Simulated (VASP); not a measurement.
# Lattice of Pd (Palladium) across functionals and dispersion corrections, part 2 of 3

Aim: relax Pd (Palladium) at several levels and hold each cell against experiment. LASPH is on for some levels and off for others; the table marks which. The start is a cell from a database of measured crystal structures.

VASP 6.6.1, plane waves and PAW; the level of theory is named at each step.

Still holding for the runs below: The k-mesh is coarse for a metal.

So far, final volume (Å³): step 2 (relaxation, level LDA) 14.2; step 3 (relaxation, level PBEsol) 14.5.

**4. Relaxation with PBE**

This step: PBE; plane waves and PAW (Pd) (VASP 6.6.1).

PBE, the usual starting point, adds the gradient of the density.

Input file INCAR:

```
SYSTEM = Pd
PREC = Accurate
ENCUT = 520
EDIFF = 1E-06
NELM = 100
ISMEAR = -1
SIGMA = 0.05
LREAL = .FALSE.
ALGO = Normal
GGA = PE
NBANDS = 11
LORBIT = 11
LWAVE = .FALSE.
LCHARG = .FALSE.
KPAR = 2
IBRION = 2
NSW = 60
ISIF = 3
EDIFFG = -0.01
```

Input file POSCAR:

```
Pd
1.0
    0.0000000000      1.9465000000      1.9465000000
    1.9465000000      0.0000000000      1.9465000000
    1.9465000000      1.9465000000      0.0000000000
Pd
1
Direct
    0.0000000000      0.0000000000      0.0000000000
```

Input file KPOINTS:

```
Automatic mesh
0
Gamma
10 10 10
0 0 0
```

Potentials, in the order of the species: Pd (PBE family, release 64).

Started as:

```bash
mpirun -np 2 vasp_std
```

The program printed:

```text
[banner, memory and clock lines left out]
running    2 mpi-ranks, on    1 nodes
[...]
LDA part: xc-table for (Slater+PW92), standard interpolation
 POSCAR, INCAR and KPOINTS ok, starting setup
[...]
entering main loop
       N       E                     dE             d eps       ncg     rms          rms(c)
DAV:   1     0.427627402395E+02    0.42763E+02   -0.52230E+03  1034   0.864E+02
DAV:   2    -0.493239552871E+01   -0.47695E+02   -0.46088E+02  1163   0.182E+02
DAV:   3    -0.549515563720E+01   -0.56276E+00   -0.56120E+00  1259   0.215E+01
DAV:   4    -0.549734273806E+01   -0.21871E-02   -0.21867E-02  1253   0.137E+00
[...]
DAV:   9    -0.522679358345E+01    0.17342E-04   -0.86331E-05  1283   0.802E-02    0.254E-02
DAV:  10    -0.522679816893E+01   -0.45855E-05   -0.56398E-06  1299   0.214E-02    0.649E-03
DAV:  11    -0.522679757362E+01    0.59530E-06   -0.64791E-08   850   0.254E-03
   1 F= -.52267976E+01 E0= -.52193090E+01  d E =-.522680E+01
[...]
DAV:   7    -0.521737438599E+01    0.27760E-05   -0.19339E-06  1279   0.766E-03    0.804E-04
DAV:   8    -0.521737444617E+01   -0.60180E-07   -0.30851E-08   793   0.141E-03
   2 F= -.52173744E+01 E0= -.52085101E+01  d E =0.942313E-02
 trial-energy change:    0.009423  1 .order    0.006306   -0.054020    0.066632
 step:   0.4102(harm=  0.4477)  dis= 0.00000  next Energy=    -5.237663 (dE=-0.109E-01)
[...]
N       E                     dE             d eps       ncg     rms          rms(c)
DAV:   1    -0.557381843838E+01   -0.35644E+00   -0.59810E+00  1169   0.235E+01    0.401E+00
DAV:   2    -0.523752491278E+01    0.33629E+00   -0.15858E+00  1196   0.985E+00    0.713E-01
DAV:   3    -0.523691019222E+01    0.61472E-03   -0.12104E-02  1342   0.699E-01    0.444E-01
DAV:   4    -0.523743405695E+01   -0.52386E-03   -0.36068E-03  1233   0.420E-01    0.571E-02
DAV:   5    -0.523742220039E+01    0.11857E-04   -0.30570E-05  1233   0.477E-02    0.299E-02
DAV:   6    -0.523742442415E+01   -0.22238E-05   -0.20424E-06  1277   0.118E-02    0.150E-03
DAV:   7    -0.523742461403E+01   -0.18988E-06   -0.55314E-08   902   0.159E-03
   3 F= -.52374246E+01 E0= -.52293974E+01  d E =-.106270E-01
[...]
reached required accuracy - stopping structural energy minimisation
```

Run time: 10 s. Hardware: 2 MPI ranks of AMD EPYC 7R43, shared host; peak memory 0.21 GiB; 19 s of CPU time.

Parts of OUTCAR (step 4):

```text
  Total       -0.0056712     -0.0056712     -0.0056712      0.0000000      0.0000000      0.0000000
  in kB       -0.5942008     -0.5942008     -0.5942008      0.0000000      0.0000000      0.0000000
  external PRESSURE =      -0.5942008 kB  Pullay stress =       0.0000000 kB

 POSITION                                       TOTAL-FORCE (eV/Angst)
 -----------------------------------------------------------------------------------
      0.00000      0.00000      0.00000         0.000000     -0.000000      0.000000
 -----------------------------------------------------------------------------------
    total drift:                               -0.000000     -0.000000     -0.000000

  FREE ENERGIE OF THE ION-ELECTRON SYSTEM (eV)
  ---------------------------------------------------
  free  energy   TOTEN  =        -5.2374246140 eV

  energy  without entropy=       -5.2213702580  energy(sigma->0) =       -5.22939744

[... 2 parts as in an earlier step ...]

[... 2 further parts left out ...]
[key lines of the parts left out:]
E-fermi :   9.1966
```

Step by step:

```csv
step,energy less that of the first step (eV),largest force (eV/Å),pressure (GPa),volume (Å³)
1,0.0000,0.0000,6.64,14.75
2,0.0094,0.0000,-7.50,16.09
3,-0.0106,0.0000,-0.06,15.29
```

```csv
"conventional cell, symmetrised",before,after,change
a (Å),3.893,3.940,+1.2 %
b (Å),3.893,3.940,+1.2 %
c (Å),3.893,3.940,+1.2 %
volume (Å³/atom),14.75,15.29,+3.7 %
```

Final coordinates:

```cif
data_structure
_symmetry_space_group_name_H-M 'P 1'
_symmetry_Int_Tables_number 1
_cell_length_a 2.7861
_cell_length_b 2.7861
_cell_length_c 2.7861
_cell_angle_alpha 60.000
_cell_angle_beta 60.000
_cell_angle_gamma 60.000
_cell_volume 15.29
loop_
_atom_site_label
_atom_site_type_symbol
_atom_site_fract_x
_atom_site_fract_y
_atom_site_fract_z
_atom_site_occupancy
Pd1 Pd 0.00000 0.00000 0.00000 1
```

It ends at 15.29 Å³/atom, +3.7 % from the start, with -0.06 GPa left. The conventional cell has a = 3.940 Å.

**5. Relaxation with r2SCAN**

This step: r2SCAN; plane waves and PAW (Pd) (VASP 6.6.1).

r2SCAN adds the kinetic-energy density, costs more than a GGA and is run with LASPH.

Edit INCAR of step 4 so:

```diff
@@ -9,3 +9,4 @@
 ALGO = Normal
-GGA = PE
+METAGGA = R2SCAN
+LASPH = .TRUE.
 NBANDS = 11
```

POSCAR is that of step 4.

KPOINTS is that of step 4.

Started as:

```bash
mpirun -np 2 vasp_std
```

The program printed:

```text
[banner, memory and clock lines left out]
running    2 mpi-ranks, on    1 nodes
[...]
[... a notice as in an earlier step ...]

 LDA part: xc-table for (None), standard interpolation
 POSCAR, INCAR and KPOINTS ok, starting setup
[...]
entering main loop
       N       E                     dE             d eps       ncg     rms          rms(c)
DAV:   1     0.238922075946E+02    0.23892E+02   -0.53367E+03  1034   0.893E+02
DAV:   2    -0.255011313326E+02   -0.49393E+02   -0.47789E+02  1145   0.187E+02
DAV:   3    -0.260535992363E+02   -0.55247E+00   -0.55037E+00  1275   0.219E+01
DAV:   4    -0.260556510365E+02   -0.20518E-02   -0.20516E-02  1249   0.136E+00
[...]
DAV:  10    -0.229659714036E+02   -0.58420E-04   -0.88612E-04  1201   0.274E-01    0.540E-02
DAV:  11    -0.229659381026E+02    0.33301E-04   -0.13825E-04  1141   0.922E-02    0.129E-02
DAV:  12    -0.229659371062E+02    0.99641E-06   -0.19277E-06  1148   0.139E-02
   1 F= -.22965937E+02 E0= -.22958854E+02  d E =-.229659E+02
[...]
DAV:   7    -0.229632419861E+02   -0.13059E-05   -0.60715E-06  1139   0.201E-02    0.548E-03
DAV:   8    -0.229632418055E+02    0.18059E-06   -0.28135E-06   738   0.143E-02
   2 F= -.22963242E+02 E0= -.22955532E+02  d E =0.269530E-02
 trial-energy change:    0.002695  1 .order    0.002219   -0.009566    0.014005
 step:   0.3774(harm=  0.4059)  dis= 0.00000  next Energy=   -22.967717 (dE=-0.178E-02)
[...]
N       E                     dE             d eps       ncg     rms          rms(c)
DAV:   1    -0.230355181881E+02   -0.72276E-01   -0.12885E+00  1064   0.108E+01    0.176E+00
DAV:   2    -0.229670746631E+02    0.68444E-01   -0.35111E-01  1070   0.439E+00    0.361E-01
DAV:   3    -0.229675262200E+02   -0.45156E-03   -0.11791E-03  1214   0.334E-01    0.243E-01
DAV:   4    -0.229677305775E+02   -0.20436E-03   -0.16913E-03  1421   0.169E-01    0.586E-02
DAV:   5    -0.229676693160E+02    0.61262E-04   -0.26414E-04  1161   0.140E-01    0.191E-02
DAV:   6    -0.229676704600E+02   -0.11440E-05   -0.34356E-06  1245   0.160E-02    0.670E-03
DAV:   7    -0.229676697043E+02    0.75569E-06   -0.31324E-06  1058   0.170E-02
   3 F= -.22967670E+02 E0= -.22960358E+02  d E =-.173260E-02
[...]
reached required accuracy - stopping structural energy minimisation
```

The job ended after 51 s (2 MPI ranks; peak memory 0.2 GiB).

OUTCAR, selected parts (step 5):

```text
  Total        0.0051045      0.0051045      0.0051045      0.0000000      0.0000000      0.0000000
  in kB        0.5467494      0.5467494      0.5467494      0.0000000      0.0000000      0.0000000
  external PRESSURE =       0.5467494 kB  Pullay stress =       0.0000000 kB

 POSITION                                       TOTAL-FORCE (eV/Angst)
 -----------------------------------------------------------------------------------
      0.00000      0.00000      0.00000         0.000000      0.000000      0.000000
 -----------------------------------------------------------------------------------
    total drift:                               -0.000000     -0.000000     -0.000000

  FREE ENERGIE OF THE ION-ELECTRON SYSTEM (eV)
  ---------------------------------------------------
  free  energy   TOTEN  =       -22.9676697043 eV

  energy  without entropy=      -22.9530460022  energy(sigma->0) =      -22.96035785

[... 2 parts as in an earlier step ...]

[... 2 further parts left out ...]
[key lines of the parts left out:]
E-fermi :   9.3875
```

The steps of the relaxation:

```csv
step,energy less that of the first step (eV),largest force (eV/Å),pressure (GPa),volume (Å³)
1,0.0000,0.0000,2.79,14.75
2,0.0027,0.0000,-3.94,15.31
3,-0.0017,0.0000,0.05,14.96
```

```csv
"conventional cell, symmetrised",before,after,change
a (Å),3.893,3.911,+0.5 %
b (Å),3.893,3.911,+0.5 %
c (Å),3.893,3.911,+0.5 %
volume (Å³/atom),14.75,14.96,+1.4 %
```

The relaxed structure:

```xyz
1
Lattice="0.0000 1.9556 1.9556 1.9556 0.0000 1.9556 1.9556 1.9556 0.0000" Properties=species:S:1:pos:R:3 pbc="T T T"
Pd    0.0000    0.0000    0.0000
```

It ends at 14.96 Å³/atom, +1.4 % from the start, with 0.05 GPa left. The conventional cell has a = 3.911 Å.

**6. Relaxation with PBE + D3(BJ)**

This step: PBE with D3(BJ); plane waves and PAW (Pd) (VASP 6.6.1).

A dispersion term adds the long-range attraction that semilocal functionals lack. D3 with Becke-Johnson damping keeps a finite attraction at short range.

Edit INCAR of step 5 so:

```diff
@@ -9,4 +9,4 @@
 ALGO = Normal
-METAGGA = R2SCAN
-LASPH = .TRUE.
+GGA = PE
+IVDW = 12
 NBANDS = 11
```

POSCAR is that of step 5.

KPOINTS is that of step 5.

Started as:

```bash
mpirun -np 2 vasp_std
```

The program printed:

```text
[... set-up lines as in an earlier step ...]
 entering main loop
       N       E                     dE             d eps       ncg     rms          rms(c)
[... 11 cycles as in an earlier step ...]
   1 F= -.58948962E+01 E0= -.58874076E+01  d E =-.589490E+01
[...]
N       E                     dE             d eps       ncg     rms          rms(c)
DAV:   1    -0.523625962704E+01   -0.94615E-02   -0.34070E-01  1142   0.569E+00    0.926E-01
DAV:   2    -0.521799385278E+01    0.18266E-01   -0.80549E-02  1256   0.223E+00    0.217E-01
DAV:   3    -0.521785236194E+01    0.14149E-03   -0.94510E-04  1390   0.201E-01    0.130E-01
DAV:   4    -0.521788606637E+01   -0.33704E-04   -0.21029E-04  1242   0.111E-01    0.117E-02
DAV:   5    -0.521788538373E+01    0.68264E-06   -0.30126E-06  1247   0.146E-02
   2 F= -.58946207E+01 E0= -.58873108E+01  d E =0.275543E-03
 trial-energy change:    0.000276  1 .order    0.000266   -0.001045    0.001578
 step:   0.3934(harm=  0.3985)  dis= 0.00000  next Energy=    -5.895101 (dE=-0.205E-03)
[...]
N       E                     dE             d eps       ncg     rms          rms(c)
DAV:   1    -0.523041504128E+01   -0.12529E-01   -0.12643E-01  1193   0.347E+00    0.552E-01
DAV:   2    -0.522369228894E+01    0.67228E-02   -0.30191E-02  1196   0.135E+00    0.146E-01
DAV:   3    -0.522363224393E+01    0.60045E-04   -0.29294E-04  1387   0.115E-01    0.877E-02
DAV:   4    -0.522363012267E+01    0.21213E-05   -0.72666E-05  1232   0.625E-02    0.500E-03
DAV:   5    -0.522363067036E+01   -0.54769E-06   -0.76558E-07  1267   0.658E-03
   3 F= -.58951103E+01 E0= -.58876921E+01  d E =-.214055E-03
[...]
reached required accuracy - stopping structural energy minimisation
```

It took 8.2 s on 2 MPI ranks; peak memory 0.23 GiB; 15 s of CPU time.

OUTCAR, selected parts (step 6):

```text
 Edisp (eV)   -0.67674

 Edisp (eV)   -0.67148

  Total       0.00354     0.00354     0.00354     0.00000     0.00000     0.00000
  in kB       0.38683     0.38683     0.38683     0.00000     0.00000     0.00000
  external pressure =        0.39 kB  Pullay stress =        0.00 kB

 POSITION                                       TOTAL-FORCE (eV/Angst)
 -----------------------------------------------------------------------------------
      0.00000      0.00000      0.00000        -0.000000     -0.000000     -0.000000
 -----------------------------------------------------------------------------------
    total drift:                               -0.000000     -0.000000     -0.000000

  FREE ENERGIE OF THE ION-ELECTRON SYSTEM (eV)
  ---------------------------------------------------
  free  energy   TOTEN  =        -5.8951102622 eV

  energy  without entropy=       -5.8802739187  energy(sigma->0) =       -5.88769209

[... 2 parts as in an earlier step ...]

[... 2 further parts left out ...]
[key lines of the parts left out:]
E-fermi :   9.8820
```

Dispersion corrections of this kind ignore metallic screening and tend to overbind metals.

It ends at 14.68 Å³/atom, -0.5 % from the start, with 0.04 GPa left. The conventional cell has a = 3.887 Å. Against plain PBE, the dispersion term moves a by -1.4 %.

**7. Relaxation with r2SCAN + rVV10**

This step: r2SCAN with rVV10; plane waves and PAW (Pd) (VASP 6.6.1).

LUSE_VDW switches on a nonlocal correlation term for dispersion.

Edit INCAR of step 6 so:

```diff
@@ -9,4 +9,8 @@
 ALGO = Normal
-GGA = PE
-IVDW = 12
+METAGGA = R2SCAN
+LUSE_VDW = .TRUE.
+IVDW_NL = 2
+BPARAM = 11.95
+CPARAM = 0.0093
+LASPH = .TRUE.
 NBANDS = 11
```

POSCAR is that of step 6.

KPOINTS is that of step 6.

Started as:

```bash
mpirun -np 2 vasp_std
```

The program printed:

```text
[banner, memory and clock lines left out]
running    2 mpi-ranks, on    1 nodes
[...]
|                                                                             |
|               ----> ADVICE to this user running VASP <----                  |
|                                                                             |
|     You have switched on vdW-DFT.                                           |
|     This routine was written and supplied by Jiri Klimes. We recommend      |
|     that you carefully read and cite the following publications:            |
|       J. Klimes, D.R. Bowler, A. Michelides                                 |
|          J. Phys.: Cond Matt. 22 022201 (2010)                              |
|       J. Klimes, D.R. Bowler, A. Michelides                                 |
|          Phys. Rev. B. 83, 195131 (2011)                                    |
|     and references therein.                                                 |
|                                                                             |

[...]
DAV:   2    -0.226975954451E+02    0.27939E-02   -0.14290E-02  1055   0.884E-01    0.817E-02
Total rVV10 correction in eV:      0.2684554    14.0311788
Total rVV10 correction in eV:      0.2684554    14.0311788
DAV:   3    -0.226976166974E+02   -0.21252E-04   -0.48584E-05  1194   0.674E-02    0.547E-02
Total rVV10 correction in eV:      0.2685331    14.0311788
Total rVV10 correction in eV:      0.2685331    14.0311788
DAV:   4    -0.226976293935E+02   -0.12696E-04   -0.71836E-05  1419   0.347E-02    0.118E-02
Total rVV10 correction in eV:      0.2685666    14.0311788
Total rVV10 correction in eV:      0.2685666    14.0311788
DAV:   5    -0.226976262472E+02    0.31463E-05   -0.10011E-05  1159   0.268E-02    0.379E-03
Total rVV10 correction in eV:      0.2685848    14.0311788
Total rVV10 correction in eV:      0.2685848    14.0311788
DAV:   6    -0.226976255164E+02    0.73073E-06   -0.29370E-07   580   0.559E-03
Total rVV10 correction in eV:      0.2685888    14.0311788
Total rVV10 correction in eV:      0.2685888    14.0311788
Total rVV10 correction in eV:      0.2685857    14.0311788
Total rVV10 correction in eV:      0.2685857    14.0311788
   3 F= -.22697626E+02 E0= -.22690534E+02  d E =-.530891E-04
[...]
reached required accuracy - stopping structural energy minimisation
```

The job ended after 70 s (2 MPI ranks; peak memory 0.32 GiB; 2.3 min of CPU time).

From OUTCAR (step 7):

```text
  Total        0.0021256      0.0021256      0.0021256      0.0000000      0.0000000      0.0000000
  in kB        0.2303297      0.2303297      0.2303297      0.0000000      0.0000000      0.0000000
  external PRESSURE =       0.2303297 kB  Pullay stress =       0.0000000 kB

 POSITION                                       TOTAL-FORCE (eV/Angst)
 -----------------------------------------------------------------------------------
      0.00000      0.00000     -0.00000         0.000000      0.000000     -0.000000
 -----------------------------------------------------------------------------------
    total drift:                               -0.000000     -0.000000     -0.000000

  FREE ENERGIE OF THE ION-ELECTRON SYSTEM (eV)
  ---------------------------------------------------
  free  energy   TOTEN  =       -22.6976255164 eV

  energy  without entropy=      -22.6834420735  energy(sigma->0) =      -22.69053379

[... 2 parts as in an earlier step ...]

[... 2 further parts left out ...]
[key lines of the parts left out:]
E-fermi :   9.5707
```

It ends at 14.79 Å³/atom, +0.2 % from the start, with 0.02 GPa left. The conventional cell has a = 3.896 Å. Against plain r2SCAN, the dispersion term moves a by -0.4 %.

**8. Relaxation with SCAN**

This step: SCAN; plane waves and PAW (Pd) (VASP 6.6.1).

SCAN adds the kinetic-energy density; it is numerically more delicate than r2SCAN.

Edit INCAR of step 7 so:

```diff
@@ -9,7 +9,3 @@
 ALGO = Normal
-METAGGA = R2SCAN
-LUSE_VDW = .TRUE.
-IVDW_NL = 2
-BPARAM = 11.95
-CPARAM = 0.0093
+METAGGA = SCAN
 LASPH = .TRUE.
```

POSCAR is that of step 7.

KPOINTS is that of step 7.

Started as:

```bash
mpirun -np 2 vasp_std
```

The program printed:

```text
[... set-up lines as in an earlier step ...]
 entering main loop
       N       E                     dE             d eps       ncg     rms          rms(c)
DAV:   1     0.135322669538E+02    0.13532E+02   -0.53543E+03  1034   0.889E+02
DAV:   2    -0.361628185914E+02   -0.49695E+02   -0.48017E+02  1169   0.188E+02
DAV:   3    -0.367873039584E+02   -0.62449E+00   -0.62259E+00  1254   0.230E+01
DAV:   4    -0.367900332362E+02   -0.27293E-02   -0.27289E-02  1236   0.157E+00
[...]
DAV:  12    -0.328033223146E+02    0.11457E-04   -0.10345E-05  1446   0.285E-02    0.585E-03
DAV:  13    -0.328033202955E+02    0.20191E-05   -0.65879E-07   871   0.750E-03    0.187E-03
DAV:  14    -0.328033196879E+02    0.60762E-06   -0.23544E-07   769   0.438E-03
   1 F= -.32803320E+02 E0= -.32796428E+02  d E =-.328033E+02
[...]
reached required accuracy - stopping structural energy minimisation
```

The job ended after 27 s (2 MPI ranks; peak memory 0.19 GiB).

Parts of OUTCAR (step 8):

```text
  Total        0.0048066      0.0048066      0.0048066      0.0000000      0.0000000      0.0000000
  in kB        0.5220984      0.5220984      0.5220984      0.0000000      0.0000000      0.0000000
  external PRESSURE =       0.5220984 kB  Pullay stress =       0.0000000 kB

  FREE ENERGIE OF THE ION-ELECTRON SYSTEM (eV)
  ---------------------------------------------------
  free  energy   TOTEN  =       -32.8033196879 eV

  energy  without entropy=      -32.7895356045  energy(sigma->0) =      -32.79642765

[... 3 parts as in an earlier step ...]

[... 2 further parts left out ...]
[key lines of the parts left out:]
E-fermi :   9.5788
```

It ends at 14.75 Å³/atom, under 0.05 % from the start, with 0.05 GPa left. The conventional cell has a = 3.893 Å.

(Part 2 of 3 ends here.)

[Lines on the potential files, build, host, timing and source positions are cut from VASP's logs without a mark.]

[Logs are printed without paths, hosts, clocks, repeated set-up lines and the standing remarks that a program may print on its own settings, such as how far it seeks lower states.]

[Hosts, paths, dates, database ids (printed as entryN), source tags and the programs' standing remarks are cut or masked in the printed files.]

[A measured line is paired with the nearest computed mode of its activity, which favours agreement.]
